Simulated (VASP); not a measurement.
Input:

```
CELL_PARAMETERS angstrom
      0.00000     1.91661     1.91661
      1.91661     0.00000     1.91661
      1.91661     1.91661     0.00000
ATOMIC_POSITIONS crystal
  Ir 0.00000 0.00000 0.00000
```

The numbers are results of PBEsol GGA, VASP's PBE PAW potentials (set 64) (plane waves; VASP), not measurements. Settings: 480 eV cut-off, 16×16×16 Γ-centred mesh, first-order Methfessel-Paxton smearing of 0.10 eV, potentials Ir.

Energy and stress use the plane-wave basis of the starting cell.

The ions, cell shape and volume at an external pressure of 30.0 GPa are relaxed. What does this cell relax into?

```
CELL_PARAMETERS angstrom
      0.00000     1.87580     1.87580
      1.87580     0.00000     1.87580
      1.87580     1.87580     0.00000
ATOMIC_POSITIONS crystal
  Ir 0.00000 0.00000 0.00000
```
Space group Fm-3m (225), at a tolerance of 0.03 Å.

How do energy and volume change from the first to the last step?

The energy (σ→0) changes by +78.1 meV/atom and the volume by -6.3 %, in 5 ionic steps.

```csv
step,E(σ→0) (eV),max force (eV/Å),pressure (GPa),volume (Å³)
1,-9.8094,0.000,0.30,14.08
2,-5.6068,0.000,422.92,9.40
3,-9.7547,0.000,24.58,13.34
4,-9.7409,0.000,27.87,13.25
5,-9.7313,0.000,30.00,13.20
```

The compound is Ir in the fcc structure. This run relaxes it under an external pressure of 30 GPa. Symmetry was kept, so distortions that lower it aren't found.
